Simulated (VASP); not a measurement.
## A VASP study of TiB2 (PBEsol): structure first, properties next

Wanted: the relaxed cell of TiB2 and its properties. The steps: full relaxation (PBEsol), second relaxation, density, ELF and potential (PBEsol), bands along the symmetry lines (PBEsol), density of states (PBEsol), vibrations at Γ (PBEsol) and field gradients at the nuclei (PBEsol). The start is a cell from a database of measured crystal structures.

Main program and level: VASP 6.6.1; PBEsol; plane waves and PAW (Ti_sv, B).

## Step 1: Starting point

Before any relaxation, the start is as follows. The structure is hexagonal, space group P6/mmm (No. 191). The conventional cell has a = 3.029 Å, b = 3.029 Å, c = 3.228 Å, α = 90.00°, β = 90.00°, γ = 120.00°. Ti has 12 B at 2.38 Å nearest. B has 3 B at 1.75 Å and 6 Ti at 2.38 Å nearest. Farther neighbours are not listed.

Coordinates:

```xyz
3
Lattice="3.0292 0.0000 0.0000 -1.5146 2.6234 0.0000 0.0000 0.0000 3.2284" Properties=species:S:1:pos:R:3 pbc="T T T"
Ti    0.0000    0.0000    0.0000
B     0.0000    1.7489    1.6142
B     1.5146    0.8745    1.6142
```

## Step 2: Full relaxation (PBEsol)

Properties are meant for the cell that this level of theory prefers, so cell and atoms are relaxed first (ISIF = 3) until forces and stress are small; EDIFFG sets the threshold. PBEsol restores the gradient expansion of exchange and is tuned for the cells of solids.

File INCAR:

```
SYSTEM = TiB2
PREC = Accurate
ENCUT = 420
EDIFF = 1E-06
NELM = 100
ISMEAR = 0
SIGMA = 0.05
LREAL = .FALSE.
ALGO = Normal
GGA = PS
NBANDS = 15
LASPH = .TRUE.
LORBIT = 11
LWAVE = .FALSE.
LCHARG = .FALSE.
KPAR = 2
IBRION = 2
NSW = 60
ISIF = 3
EDIFFG = -0.01
```

File POSCAR:

```
TiB2
1.0
    3.0292000000      0.0000000000      0.0000000000
   -1.5146000000      2.6233641531      0.0000000000
    0.0000000000      0.0000000000      3.2284000000
Ti B
1 2
Direct
    0.0000000000      0.0000000000      0.0000000000
    0.3333333333      0.6666666667      0.5000000000
    0.6666666667      0.3333333333      0.5000000000
```

File KPOINTS:

```
Automatic mesh
0
Gamma
10 10 8
0 0 0
```

Potentials, in the order of the species: Ti_sv and B (PBE family, release 64).

Launch:

```bash
> mpirun -np 2 vasp_std
```

The log of the run:

```text
[banner, memory and clock lines left out]
running    2 mpi-ranks, on    1 nodes
 distrk:  each k-point on    1 cores,    2 groups
 distr:  one band on    1 cores,    1 groups

 POSCAR found type information on POSCAR TiB
 POSCAR found :  2 types and       3 ions
|                                                                             |
|               ----> ADVICE to this user running VASP <----                  |
|                                                                             |
|     You enforced a specific xc type in the INCAR file but a different       |
|     [... a line on the potential file left out ...]
|     I HOPE YOU KNOW WHAT YOU ARE DOING!                                     |
|                                                                             |

 LDA part: xc-table for (Slater+PW92), standard interpolation
 POSCAR, INCAR and KPOINTS ok, starting setup
 FFT: planning ... GRIDC
 FFT: planning ... GRID_SOFT
 FFT: planning ... GRID
 WAVECAR not read
 entering main loop
       N       E                     dE             d eps       ncg     rms          rms(c)
DAV:   1     0.108861577172E+03    0.10886E+03   -0.80526E+03  2107   0.118E+03
DAV:   2    -0.239755007843E+02   -0.13284E+03   -0.12854E+03  2205   0.329E+02
DAV:   3    -0.306474821395E+02   -0.66720E+01   -0.65797E+01  2952   0.734E+01
DAV:   4    -0.308457338299E+02   -0.19825E+00   -0.19749E+00  2543   0.113E+01
DAV:   5    -0.308515295080E+02   -0.57957E-02   -0.57955E-02  3089   0.163E+00    0.170E+01
DAV:   6    -0.257772739813E+02    0.50743E+01   -0.21398E+01  2930   0.518E+01    0.380E+00
DAV:   7    -0.257742034513E+02    0.30705E-02   -0.11484E+00  2255   0.124E+01    0.342E+00
DAV:   8    -0.257758159474E+02   -0.16125E-02   -0.99055E-02  3484   0.274E+00    0.729E-01
DAV:   9    -0.257719702620E+02    0.38457E-02   -0.42668E-02  2593   0.270E+00    0.241E-01
DAV:  10    -0.257713606638E+02    0.60960E-03   -0.29690E-03  2580   0.686E-01    0.586E-02
DAV:  11    -0.257714088917E+02   -0.48228E-04   -0.49051E-04  2941   0.267E-01    0.629E-02
DAV:  12    -0.257713650025E+02    0.43889E-04   -0.12983E-04  2547   0.152E-01    0.199E-02
DAV:  13    -0.257713644760E+02    0.52645E-06   -0.78500E-06  2959   0.262E-02
   1 F= -.25771364E+02 E0= -.25770571E+02  d E =-.257714E+02
 curvature:   0.00 expect dE= 0.000E+00 dE for cont linesearch  0.000E+00
 trial: gam= 0.00000 g(F)=  0.175E-48 g(S)=  0.296E-01 ort = 0.000E+00 (trialstep = 0.100E+01)
 search vector abs. value=  0.296E-01
 bond charge predicted
       N       E                     dE             d eps       ncg     rms          rms(c)
DAV:   1    -0.260301060839E+02   -0.25874E+00   -0.54646E+00  2598   0.324E+01    0.489E+00
DAV:   2    -0.257923820763E+02    0.23772E+00   -0.12069E+00  2716   0.149E+01    0.998E-01
DAV:   3    -0.257681914404E+02    0.24191E-01   -0.86453E-02  2773   0.306E+00    0.440E-01
DAV:   4    -0.257692830659E+02   -0.10916E-02   -0.38160E-02  2928   0.146E+00    0.276E-01
DAV:   5    -0.257727178099E+02   -0.34347E-02   -0.44463E-03  2864   0.647E-01    0.423E-02
DAV:   6    -0.257733207480E+02   -0.60294E-03   -0.19619E-03  3162   0.216E-01    0.509E-02
DAV:   7    -0.257733934444E+02   -0.72696E-04   -0.54244E-05  2300   0.647E-02    0.281E-02
DAV:   8    -0.257734606149E+02   -0.67170E-04   -0.13951E-04  2891   0.917E-02    0.182E-02
DAV:   9    -0.257734606340E+02   -0.19034E-07   -0.18117E-05  2181   0.288E-02    0.814E-03
DAV:  10    -0.257734613152E+02   -0.68124E-06   -0.27223E-06  2519   0.929E-03
   2 F= -.25773461E+02 E0= -.25772629E+02  d E =-.209684E-02
[...]
3 F= -.25779646E+02 E0= -.25778832E+02  d E =-.828115E-02
[...]
4 F= -.25779644E+02 E0= -.25778831E+02  d E =-.827933E-02
 curvature:  -0.27 expect dE=-0.277E-03 dE for cont linesearch -0.254E-06
 trial: gam= 0.02907 g(F)=  0.216E-48 g(S)=  0.103E-02 ort = 0.167E-03 (trialstep = 0.907E+00)
 search vector abs. value=  0.106E-02
 bond charge predicted
       N       E                     dE             d eps       ncg     rms          rms(c)
DAV:   1    -0.257811668977E+02   -0.15231E-02   -0.52543E-02  2394   0.329E+00    0.239E-01
DAV:   2    -0.257804304996E+02    0.73640E-03   -0.25252E-03  2192   0.522E-01    0.137E-01
DAV:   3    -0.257801478156E+02    0.28268E-03   -0.35612E-04  2729   0.224E-01    0.438E-02
DAV:   4    -0.257801119234E+02    0.35892E-04   -0.67769E-05  2518   0.944E-02    0.612E-03
DAV:   5    -0.257801103495E+02    0.15739E-05   -0.54726E-06  2255   0.258E-02    0.288E-03
DAV:   6    -0.257801102604E+02    0.89042E-07   -0.13762E-07  1274   0.437E-03
   5 F= -.25780110E+02 E0= -.25779244E+02  d E =-.466455E-03
 trial-energy change:   -0.000466  1 .order   -0.000467   -0.000936    0.000003
 step:   0.9036(harm=  0.9036)  dis= 0.00000  next Energy=   -25.780110 (dE=-0.467E-03)
 reached required accuracy - stopping structural energy minimisation
```

Elapsed: 59 s, on 2 MPI ranks of AMD EPYC 7R43, shared host; peak memory 0.22 GiB.

The logs omit lines about the potential files and the build; timing stands in the text.

Parts of OUTCAR (step 2):

```text
ion  position               nearest neighbor table
   1  0.000  0.000  0.000-   2 2.38   3 2.38   2 2.38   3 2.38   2 2.38   2 2.38   3 2.38   3 2.38
                             3 2.38   3 2.38   2 2.38   2 2.38
   2  0.333  0.667  0.500-   3 1.75   3 1.75   3 1.75   1 2.38   1 2.38   1 2.38   1 2.38   1 2.38
                             1 2.38
   3  0.667  0.333  0.500-   2 1.75   2 1.75   2 1.75   1 2.38   1 2.38   1 2.38   1 2.38   1 2.38
                             1 2.38

  LATTYP: Found a hexagonal cell.
 ALAT       =     3.0292000000
 C/A-ratio  =     1.0657599366

 Subroutine GETGRP returns: Found 24 space group operations
 (whereof 24 operations were pure point group operations)

The static configuration has the point symmetry D_6h.

 Found     70 irreducible k-points:

   k-points           NKPTS =     70   k-points in BZ     NKDIM =     70   number of bands    NBANDS=     15

   dimension x,y,z NGX =    20 NGY =   20 NGZ =   24
   dimension x,y,z NGXF=    40 NGYF=   40 NGZF=   48

   ENCUT  =  420.0 eV  30.87 Ry    5.56 a.u.   5.06  5.06  5.39*2*pi/ulx,y,z

   NELECT =      18.0000    total number of electrons

 k-points in reciprocal lattice and weights: Automatic mesh
   0.00000000  0.00000000  0.00000000       0.001
   0.10000000 -0.00000000  0.00000000       0.007
   0.20000000 -0.00000000  0.00000000       0.007
   0.30000000 -0.00000000  0.00000000       0.007
   0.40000000 -0.00000000  0.00000000       0.007
   0.50000000 -0.00000000  0.00000000       0.004
   0.10000000  0.10000000  0.00000000       0.007
   0.20000000  0.10000000  0.00000000       0.015
   0.30000000  0.10000000  0.00000000       0.015
[...]
0.40000000  0.20000000  0.50000000       0.007
   0.30000000  0.30000000  0.50000000       0.007

 average (electrostatic) potential at core
       1 -70.4483       2 -22.1798       3 -22.1798

 E-fermi :  10.0484

 k-point     1 :       0.0000    0.0000    0.0000
  band No.  band energies     occupation
    ...
      5      -3.4344      2.00000
      6       7.4413      2.00000
      7       7.4413      2.00000
      8       7.9014      2.00000
      9       7.9505      2.00000
     10      12.0848      0.00000
     11      12.0848      0.00000
     12      13.9454      0.00000
     13      13.9454      0.00000
     14      15.9263      0.00000
    ...

 k-point     2 :       0.1000   -0.0000    0.0000
  band No.  band energies     occupation
    ...
      5      -3.2399      2.00000
      6       6.9029      2.00000
      7       7.4126      2.00000
      8       7.7365      2.00000
      9       8.0448      2.00000
     10      12.0270      0.00000
     11      12.4263      0.00000
     12      13.2251      0.00000
     13      13.3540      0.00000
     14      16.6245      0.00000
    ...

 k-point     3 :       0.2000   -0.0000    0.0000
  band No.  band energies     occupation
    ...
      5      -2.6730      2.00000
      6       5.5955      2.00000
      7       7.3005      2.00000
      8       7.4037      2.00000
      9       8.2109      2.00000
     10      11.8793      0.00000
     11      12.4193      0.00000
     12      12.7953      0.00000
     13      13.1824      0.00000
     14      17.3180      0.00000
    ...

  Total       -0.0100742     -0.0100742     -0.0092306      0.0000000      0.0000000      0.0000000
  in kB       -0.6417175     -0.6417175     -0.5879785      0.0000000      0.0000000      0.0000000
  external PRESSURE =      -0.6238045 kB  Pullay stress =       0.0000000 kB

  energy-cutoff  :      420.00
  volume of cell :       25.15
      direct lattice vectors                 reciprocal lattice vectors
     3.016666409 -0.000000000 -0.000000000     0.331491741  0.191386846 -0.000000000
    -1.508333204  2.612509745 -0.000000000     0.000000000  0.382773692  0.000000000
     0.000000000 -0.000000000  3.191493748     0.000000000  0.000000000  0.313332903

 POSITION                                       TOTAL-FORCE (eV/Angst)
 -----------------------------------------------------------------------------------
      0.00000      0.00000      0.00000        -0.000000      0.000000      0.000000
     -0.00000      1.74167      1.59575         0.000000     -0.000000     -0.000000
      1.50833      0.87084      1.59575         0.000000      0.000000      0.000000
 -----------------------------------------------------------------------------------
    total drift:                               -0.000000      0.000000      0.000000

  FREE ENERGIE OF THE ION-ELECTRON SYSTEM (eV)
  ---------------------------------------------------
  free  energy   TOTEN  =       -25.7801102604 eV

  energy  without entropy=      -25.7783775487  energy(sigma->0) =      -25.77924390

 reached required accuracy - stopping structural energy minimisation

 total charge
# of ion       s       p       d       tot
------------------------------------------
    1        2.182   6.223   2.067  10.472
    2        0.688   1.336   0.000   2.023
    3        0.688   1.336   0.000   2.023
--------------------------------------------------
tot          3.557   8.894   2.067  14.518

[... 3 further parts left out ...]
```

CONTCAR:

```
TiB2
   1.00000000000000
     3.0166664089717719   -0.0000000000000000   -0.0000000000000000
    -1.5083332044858859    2.6125097448694561   -0.0000000000000000
     0.0000000000000000   -0.0000000000000000    3.1914937477343974
  Ti              B
     1     2
Direct
     0.0000000000000000    0.0000000000000000    0.0000000000000000
     0.3333333332999970    0.6666666667000030    0.5000000000000000
     0.6666666667000030    0.3333333332999970    0.5000000000000000
```

The PAW data sets were made with PBE, which is usual practice but a small mismatch for other functionals. The run keeps the 24 symmetry operations of its start, so it cannot find a distortion of lower symmetry.

The steps of the relaxation:

```
step  energy less that of the first step (eV)  largest force (eV/Å)  pressure (GPa)  volume (Å³)
   1                                   0.0000                0.0000           -4.80        25.66
   2                                  -0.0021                0.0000            4.90        24.71
   3                                  -0.0083                0.0000            0.23        25.14
   4                                  -0.0083                0.0000            0.15        25.15
   5                                  -0.0087                0.0000           -0.06        25.15
```

| conventional cell, symmetrised | before | after | change |
| --- | --- | --- | --- |
| a (Å) | 3.029 | 3.017 | -0.4 % |
| b (Å) | 3.029 | 3.017 | -0.4 % |
| c (Å) | 3.228 | 3.191 | -1.1 % |
| volume (Å³/atom) | 8.55 | 8.38 | -2.0 % |

Final coordinates:

```
Ti B
1.0
     3.01667    0.00000    0.00000
    -1.50833    2.61251    0.00000
     0.00000    0.00000    3.19149
Ti B
1 2
Cartesian
  0.0000 0.0000 0.0000
  0.0000 1.7417 1.5957
  1.5083 0.8708 1.5957
```

This step gave:

- electrons: 18
- bands: 15
- irreducible k-points: 70
- symmetry operations: 24
- free energy (TOTEN): -25.78 eV
- energy at zero smearing: -25.78 eV
- Fermi energy: 10.05 eV
- pressure: -0.06238 GPa
- metallic: yes
- SCF cycles over all ionic steps: 42

It ends with forces that vanish by symmetry and a pressure of -0.06 GPa. The volume lies -2.0 % from that of the database's start, which holds the thermal and zero-point expansion of its experiment.

## Step 3: Second relaxation

A relaxation keeps the plane waves of the cell it began with, so it is repeated from the new cell, on a basis made for it.

INCAR is that of step 2.

File POSCAR:

```
TiB2
1.0
    3.0166664090      0.0000000000      0.0000000000
   -1.5083332045      2.6125097449      0.0000000000
    0.0000000000      0.0000000000      3.1914937477
Ti B
1 2
Direct
    0.0000000000      0.0000000000      0.0000000000
    0.3333333333      0.6666666667      0.5000000000
    0.6666666667      0.3333333333      0.5000000000
```

KPOINTS is that of step 2.

Launch:

```bash
> mpirun -np 2 vasp_std
```

The log of the run:

```text
[banner, memory and clock lines left out]
running    2 mpi-ranks, on    1 nodes
 distrk:  each k-point on    1 cores,    2 groups
 distr:  one band on    1 cores,    1 groups

 POSCAR found type information on POSCAR TiB
 POSCAR found :  2 types and       3 ions
 [... a notice as in an earlier step ...]

 LDA part: xc-table for (Slater+PW92), standard interpolation
 POSCAR, INCAR and KPOINTS ok, starting setup
 FFT: planning ... GRIDC
 FFT: planning ... GRID_SOFT
 FFT: planning ... GRID
 WAVECAR not read
 entering main loop
       N       E                     dE             d eps       ncg     rms          rms(c)
DAV:   1     0.108149660168E+03    0.10815E+03   -0.79993E+03  2107   0.118E+03
DAV:   2    -0.243471317964E+02   -0.13250E+03   -0.12841E+03  2226   0.329E+02
DAV:   3    -0.306754681587E+02   -0.63283E+01   -0.62721E+01  2902   0.727E+01
DAV:   4    -0.308418056982E+02   -0.16634E+00   -0.16565E+00  2622   0.104E+01
DAV:   5    -0.308466791914E+02   -0.48735E-02   -0.48732E-02  3039   0.158E+00    0.175E+01
DAV:   6    -0.257717683319E+02    0.50749E+01   -0.20841E+01  2911   0.522E+01    0.389E+00
DAV:   7    -0.257793041356E+02   -0.75358E-02   -0.11132E+00  2226   0.121E+01    0.354E+00
DAV:   8    -0.257819976003E+02   -0.26935E-02   -0.90059E-02  3403   0.255E+00    0.703E-01
DAV:   9    -0.257793670821E+02    0.26305E-02   -0.35082E-02  2565   0.249E+00    0.226E-01
DAV:  10    -0.257789003278E+02    0.46675E-03   -0.26344E-03  2575   0.660E-01    0.645E-02
DAV:  11    -0.257789279348E+02   -0.27607E-04   -0.36467E-04  2888   0.232E-01    0.662E-02
DAV:  12    -0.257788913224E+02    0.36612E-04   -0.11228E-04  2468   0.143E-01    0.203E-02
DAV:  13    -0.257788911267E+02    0.19566E-06   -0.65418E-06  3029   0.230E-02
   1 F= -.25778891E+02 E0= -.25778024E+02  d E =-.257789E+02
 curvature:   0.00 expect dE= 0.000E+00 dE for cont linesearch  0.000E+00
 trial: gam= 0.00000 g(F)=  0.877E-49 g(S)=  0.128E-05 ort = 0.000E+00 (trialstep = 0.100E+01)
 search vector abs. value=  0.128E-05
 reached required accuracy - stopping structural energy minimisation
```

The job ended after 21 s (2 MPI ranks; peak memory 0.2 GiB).

Parts of OUTCAR (step 3):

```text
  LATTYP: Found a hexagonal cell.
 ALAT       =     3.0166664090
 C/A-ratio  =     1.0579538189

The static configuration has the point symmetry D_6h.

 Found     70 irreducible k-points:

   ENCUT  =  420.0 eV  30.87 Ry    5.56 a.u.   5.04  5.04  5.33*2*pi/ulx,y,z

   NELECT =      18.0000    total number of electrons

 E-fermi :  10.0481

 k-point     1 :       0.0000    0.0000    0.0000
  band No.  band energies     occupation
    ...
      5      -3.4338      2.00000
      6       7.4413      2.00000
      7       7.4414      2.00000
      8       7.9016      2.00000
      9       7.9502      2.00000
     10      12.0842      0.00000
     11      12.0842      0.00000
     12      13.9451      0.00000
     13      13.9451      0.00000
     14      15.9266      0.00000
    ...

 k-point     2 :       0.1000    0.0000    0.0000
  band No.  band energies     occupation
    ...
      5      -3.2389      2.00000
      6       6.9030      2.00000
      7       7.4127      2.00000
      8       7.7366      2.00000
      9       8.0447      2.00000
     10      12.0267      0.00000
     11      12.4259      0.00000
     12      13.2249      0.00000
     13      13.3538      0.00000
     14      16.6250      0.00000
    ...

  Total        0.0056604      0.0056604      0.0039505      0.0000000     -0.0000000      0.0000000
  in kB        0.3605595      0.3605595      0.2516435      0.0000000     -0.0000000      0.0000000
  external PRESSURE =       0.3242542 kB  Pullay stress =       0.0000000 kB

  energy-cutoff  :      420.00
  volume of cell :       25.15
      direct lattice vectors                 reciprocal lattice vectors
     3.016666409  0.000000000  0.000000000     0.331491741  0.191386846  0.000000000
    -1.508333204  2.612509745  0.000000000     0.000000000  0.382773692  0.000000000
     0.000000000  0.000000000  3.191493748     0.000000000  0.000000000  0.313332903

 POSITION                                       TOTAL-FORCE (eV/Angst)
 -----------------------------------------------------------------------------------
      0.00000      0.00000      0.00000        -0.000000      0.000000      0.000000
     -0.00000      1.74167      1.59575         0.000000     -0.000000      0.000000
      1.50833      0.87084      1.59575        -0.000000      0.000000      0.000000
 -----------------------------------------------------------------------------------
    total drift:                               -0.000000      0.000000      0.000000

  FREE ENERGIE OF THE ION-ELECTRON SYSTEM (eV)
  ---------------------------------------------------
  free  energy   TOTEN  =       -25.7788911267 eV

  energy  without entropy=      -25.7771577016  energy(sigma->0) =      -25.77802441

 total charge
# of ion       s       p       d       tot
------------------------------------------
    1        2.182   6.223   2.068  10.472
    2        0.688   1.335   0.000   2.023
    3        0.688   1.335   0.000   2.023
--------------------------------------------------
tot          3.557   8.894   2.068  14.518

[... 4 parts as in an earlier step ...]

[... 7 further parts left out ...]
```

CONTCAR:

```
TiB2
   1.00000000000000
     3.0166664089999999    0.0000000000000000    0.0000000000000000
    -1.5083332045000000    2.6125097449000001    0.0000000000000000
     0.0000000000000000    0.0000000000000000    3.1914937477000000
  Ti              B
     1     2
Direct
     0.0000000000000000    0.0000000000000000    0.0000000000000000
     0.3333333332999970    0.6666666667000030    0.5000000000000000
     0.6666666667000030    0.3333333332999970    0.5000000000000000
```

Little changed from the start: no atom moved by 0.005 Å and no cell edge by 0.1 %.

Numbers from this step:

* pressure: 0.03243 GPa
* SCF cycles over all ionic steps: 13

It ends with forces that vanish by symmetry and a pressure of 0.03 GPa. The volume moved by under 0.01 %: the run met its threshold at the first step.

[end of part 1 of 5]

[Lines on the potential files, build, host, timing and source positions are cut from VASP's logs without a mark.]

[Logs are printed without paths, hosts, clocks, repeated set-up lines and the standing remarks that a program may print on its own settings, such as how far it seeks lower states.]

[Hosts, paths, dates, database ids (printed as entryN), source tags and the programs' standing remarks are cut or masked in the printed files.]

[A measured line is paired with the nearest computed mode of its activity, which favours agreement.]
